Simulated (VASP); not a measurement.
Input:

```xyz
2
Lattice="3.2144 0.0000 0.0000 0.0000 3.2144 0.0000 0.0000 0.0000 3.2144" Properties=species:S:1:pos:R:3 pbc="T T T"
Ba     0.0000     0.0000     0.0000
O      1.6072     1.6072     1.6072
```

Method: PBEsol GGA, VASP's PBE PAW potentials (set 64) (plane waves; VASP). Numerical set-up: 620 eV cut-off, 8×8×8 Γ-centred mesh, Gaussian smearing of 0.050 eV, potentials Ba_sv O.

Unless said otherwise, spin-orbit coupling is left out, though it shifts the bands of the heavy elements here.

Task: What does the run give for the energy per atom (σ→0), pressure, band gap (on the k-mesh) with the smallest direct gap where there is one?

Result: 
```json
{
 "band gap (on the k-mesh)": "1.47 eV",
 "smallest direct gap (on the k-mesh)": "1.47 eV",
 "energy per atom (σ→0)": "-5.863 eV/atom",
 "pressure": "9.98 GPa"
}
```

Only differences to runs with the same potentials and settings are physical.

The structure was generated: BaO was put into the CsCl type type (Pm-3m), which need not be its known phase. It was relaxed first under an external pressure of 10 GPa.
